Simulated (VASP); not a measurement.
All values below come from r2SCAN meta-GGA, VASP's PBE PAW potentials (set 64) (plane waves; VASP).

VASP ran on this input.

KPOINTS:
```
Automatic mesh
0
Gamma
12 12 10
0 0 0
```

File POSCAR:
```
FePt
2.7322470
  0.9999999003   0.0000000000   0.0000000000
  0.0000000000   0.9999999003   0.0000000000
  0.0000000000   0.0000000000   1.3636190227
Fe Pt
1 1
Direct
  0.0000000000   0.0000000000  -0.0134201384
  0.5000000000   0.5000000000   0.5000000000
```

INCAR:
```
# general
SYSTEM   =  FePt
PREC     =  Accurate
ENCUT    =  480
LREAL    =  F
LASPH    =  T

# electronic loop
EDIFF    =  1E-7
NELM     =  100
ALGO     =  Normal
LMAXMIX  =  6
LMIXTAU  =  T

# smearing
ISMEAR   =  1
SIGMA    =  0.1

# functional
METAGGA  =  R2SCAN

# spin
ISPIN    =  2
MAGMOM   =  3.3 0.3

# ions
ISIF     =  2

# output
LWAVE    =  F
LCHARG   =  F
LORBIT   =  10
```

POTCAR, in this order: Fe Pt (PBE.64 set). Program: vasp_std.

Task: What will the output report for the number of irreducible k-points (NKPTS), number of bands (NBANDS), largest plane-wave count, number of space-group operations, FFT grid (NGX, NGY, NGZ)?

Result: 
| Quantity | Value |
|---|---|
| number of irreducible k-points (NKPTS) | 168 |
| number of bands (NBANDS) | 15 |
| largest plane-wave count | 680 |
| number of space-group operations | 8 |
| FFT grid (NGX, NGY, NGZ) | 20 × 20 × 28 |

The compound is FePt in the L1_0 structure. This cell was strained or had an atom moved on purpose.
